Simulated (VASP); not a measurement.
Energy against volume of Mo (bcc). Level of theory: vdW-DF2, VASP's PBE PAW potentials (set 64) (plane waves; VASP 6.6.1). Numerical set-up: 520 eV cut-off, 16×16×16 Γ-centred mesh, first-order Methfessel-Paxton smearing of 0.10 eV, potentials Mo_sv.

```
V (Å³/atom)  E (eV/atom)
-----------  -----------
15.847          -6.67012
16.353          -6.70447
16.858          -6.71387
17.364          -6.70208
```

Problem. Fit these four points and predict the energy of the run at 17.870 Å³/atom.

Solution. A cubic in V^(−2/3), the third-order Birch-Murnaghan form, passes through the four points with V0 = 16.82 Å³/atom and B0 = 226 GPa, and gives -6.6722 eV/atom there. The run gave -6.6723 eV/atom, -0.1 meV/atom from the fit; all five points give B0 = 226 GPa.

The compound is Mo in the bcc structure. It was relaxed first, which changed the volume by +8 %.
